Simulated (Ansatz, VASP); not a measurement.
MgRh: VASP beside Ansatz

```xyz
2
Lattice="3.0992 0.0000 0.0000 0.0000 3.0992 0.0000 0.0000 0.0000 3.0992" Properties=species:S:1:pos:R:3 pbc="T T T"
Mg    0.0000    0.0000    0.0000
Rh    1.5496    1.5496    1.5496
```

Alike in both runs: task single point; functional LDA; k mesh 11 × 11 × 11; occupations fermi-dirac, width 0.1 eV; no spin polarisation.

```csv
,VASP,Ansatz
version,VASP 6.6.1,Ansatz 0.2.0
potentials or method,"VASP PAW LDA potentials, release 64 (Mg, Rh_pv)","PAW with Ansatz's default frozen-core files, scalar-relativistic"
plane-wave cutoff (eV),520,420
valence electrons in the cell,17,27
```

|  | VASP | Ansatz | Ansatz less VASP |
| --- | --- | --- | --- |
| pressure (GPa) | -6.5 | -6.2 | +0.34 |

The two sets of potentials don't hold the same shells in valence.
